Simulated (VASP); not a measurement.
An input for Quantum ESPRESSO's pw.x (written as the equivalent of a VASP run, and not itself run):

```
&CONTROL
  calculation = 'scf'
  pseudo_dir = './pseudo'
  outdir = './out'
  tprnfor = .true.
  tstress = .true.
/
&SYSTEM
  ibrav = 0
  nat = 2
  ntyp = 2
  ecutwfc = 82.3
  occupations = 'smearing'
  smearing = 'gaussian'
  degauss = 0.003675
  input_dft = 'pw91'
/
&ELECTRONS
  conv_thr = 7.3e-09
  electron_maxstep = 100
/
ATOMIC_SPECIES
  Te 127.600 Te.upf
  Pb 207.200 Pb.upf
CELL_PARAMETERS angstrom
     0.0000000    3.2826088    3.2826088
     3.2826088    0.0000000    3.2826088
     3.2826088    3.2826088    0.0000000
ATOMIC_POSITIONS crystal
  Te   0.5000000  0.5000000  0.5000000
  Pb   0.0000000  0.0000000  0.0000000
K_POINTS automatic
  7 7 7 0 0 0
```

Problem. Write the VASP files for the same calculation (PW91).

Solution. Several could match; the one computed here: 
### INCAR
```
ALGO = Normal
EDIFF = 1E-7
ENCUT = 520
GGA = 91
ISIF = 2
ISMEAR = 0
LASPH = .True.
LCHARG = .False.
LMAXMIX = 4
LREAL = .False.
LWAVE = .False.
NELM = 100
PREC = Accurate
SIGMA = 0.05
SYSTEM = PbTe
```

POSCAR:
```
PbTe
3.2826090
  0.0000000000   0.9999999328   0.9999999328
  0.9999999328   0.0000000000   0.9999999328
  0.9999999328   0.9999999328   0.0000000000
Te Pb
1 1
Cartesian
  0.9999999328   0.9999999328   0.9999999328
  0.0000000000   0.0000000000   0.0000000000
```

**KPOINTS**
```
Automatic mesh
0
Gamma
7 7 7
0 0 0
```

POTCAR, in this order: Te Pb_d (PBE.64 set). Program: vasp_std.

Limits of the translation: the potentials are each code's own (VASP's PAW set, PseudoDojo norm-conserving files in pw.x), so ENCUT and ecutwfc are chosen apart and not converted; conv_thr bounds pw.x's estimated SCF error, while EDIFF bounds the energy change between steps.

The compound is PbTe in the rock salt structure. It was relaxed first.
